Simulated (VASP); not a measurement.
Calculation: PBE GGA, VASP's PBE PAW potentials (set 64) (plane waves; VASP).

A VASP calculation is set up with these files.

File POSCAR:
```
Ta3N
4.8035980
  0.0000000000   0.7071068395   0.7071068395
  0.7071068395   0.0000000000   0.7071068395
  0.7071068395   0.7071068395   0.0000000000
N Ta
1 3
Cart
  0.0000000000   0.0000000000   0.0000000000
  0.7071068395   0.7071068395   0.7071068395
  0.3535534197   0.3535534197   0.3535534197
  1.0606602592   1.0606602592   1.0606602592
```

INCAR:
```
ALGO  =  Normal
EDIFF  =  1E-6
ENCUT  =  400
GGA  =  PE
ISIF  =  2
ISMEAR  =  0
LASPH  =  T
LCHARG  =  F
LMAXMIX  =  6
LREAL  =  F
LWAVE  =  F
NELM  =  100
PREC  =  Accurate
SIGMA  =  0.272
SYSTEM  =  Ta3N
```

**KPOINTS**
```
Automatic mesh
0
Gamma
6 6 6
0 0 0
```

POTCAR, in this order: N Ta_pv (PBE.64 set). Program: vasp_std.

At this cut-off the stress carries a Pulay error, which pulls relaxed volumes low. Unless said otherwise, spin-orbit coupling is left out, though it shifts the bands of the heavy elements here.

Question: Estimate the energy per atom (σ→0), pressure, band gap (on the k-mesh).

Answer: 
energy per atom (σ→0): -9.503 eV/atom
band gap (on the k-mesh): none (metal, semimetal or under 0.01 eV)
pressure: -25.96 GPa

**OSZICAR**
```
...
DAV:   8    -0.380901222565E+02    0.11307E+00   -0.15793E+00   821   0.782E+00    0.990E-01
DAV:   9    -0.380804716129E+02    0.96506E-02   -0.14628E-01  1017   0.224E+00    0.503E-01
DAV:  10    -0.380799341463E+02    0.53747E-03   -0.93770E-03   992   0.617E-01    0.247E-01
DAV:  11    -0.380800053354E+02   -0.71189E-04   -0.32905E-03  1035   0.310E-01    0.673E-02
DAV:  12    -0.380799477849E+02    0.57551E-04   -0.85234E-04  1000   0.122E-01    0.331E-02
DAV:  13    -0.380799290538E+02    0.18731E-04   -0.11089E-04   993   0.578E-02    0.613E-03
DAV:  14    -0.380799292942E+02   -0.24042E-06   -0.72808E-06   836   0.159E-02
   1 F= -.38079929E+02 E0= -.38012655E+02  d E =-.134549E+00
```

The structure was generated: Ta3N was put into an ordered model structure, which need not be its known phase. The cell was not relaxed at this level.
